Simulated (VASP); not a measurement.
```
CELL_PARAMETERS angstrom
      0.00000     1.75872     1.75872
      1.75872     0.00000     1.75872
      1.75872     1.75872     0.00000
ATOMIC_POSITIONS crystal
  C  0.00000 0.00000 0.00000
  C  0.25000 0.25000 0.25000
```

Computed with AM05 GGA, VASP's PBE PAW potentials (set 64) (plane waves; VASP 6.6.1). Numerical set-up: 520 eV cut-off, 13×13×13 Γ-centred mesh, Gaussian smearing of 0.050 eV, potentials C.

Give the stress tensor in GPa (positive for a compressed cell).

```
14.58   0.00   0.00
 0.00  14.58   0.00
 0.00   0.00  14.58
```
The pressure is its mean diagonal, 14.58 GPa.

The compound is C in the diamond structure. This cell is one point of a volume scan, at 0.97 of the reference volume.
